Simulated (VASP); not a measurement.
## HfC: transverse stress against strain

HfC (rock salt, Fm-3m, 12.214 Å³/atom and stress up to 0.20 GPa in the relaxed cell, cube axes along x, y and z) under an equal strain ε along x and y, with z held. PBEsol in VASP (plane waves, PAW), 600 eV, 16×16×16 Γ-centred mesh, Methfessel-Paxton smearing 0.10 eV; ions are relaxed, or left where forces stay under 0.02 eV/Å, within the symmetry of each cell. Stress is positive for a compressed cell.

Here s stands for strain and y for stress zz.

| strain (%) | stress zz (GPa) |
|---|---|
| -3.00 | ? |
| -1.50 | 3.30 |
| -1.00 | 2.14 |
| -0.50 | 0.96 |
| 0.00 | -0.20 |
| 0.50 | -1.33 |
| 1.00 | -2.42 |
| 1.50 | -3.46 |

The 7 complete rows are fitted with a straight line, y against s. Means: s 0, y -0.144. About the means, the sum of products is -15.845 and the sum of squares of s is 7.0000; the slope is their ratio. Least squares gives y = -0.144 - 2.2636·s. Residuals (row less fit): 0.049, 0.020, -0.028, -0.056, -0.054, -0.012, 0.079; standard error 0.057 (degrees of freedom: 5). The slope gives the elastic constant 2C12 = about 230 GPa.

Question: Estimate the missing y (s = -3.00); what did the run itself give?

Answer: y = -0.144 - 2.2636 × (-3.0) = 6.647 GPa. The calculation gives 6.69 GPa, 0.043 GPa above the prediction (0.4 % of the range of y in the table). The row lies outside the fitted rows, so this is an extrapolation. From the scatter of the fitted rows alone, a prediction at this place has a standard error of 0.088 GPa, so the miss is 0.5 times that.

A polynomial of degree 2 through the 12 other runs of the series gives 6.92 there. In a metal these values are sensitive to mesh and smearing; energies are taken to zero smearing, stresses follow the free energy. Rows are the converged runs of the series near zero and its far end, less any whose ions stayed unrelaxed beside relaxed ones; series whose fitted rows scatter by over a few per cent of the range, as at a crossing or softening among them, aren't shown in this form. Most that stay on the fit to the last digits aren't either.
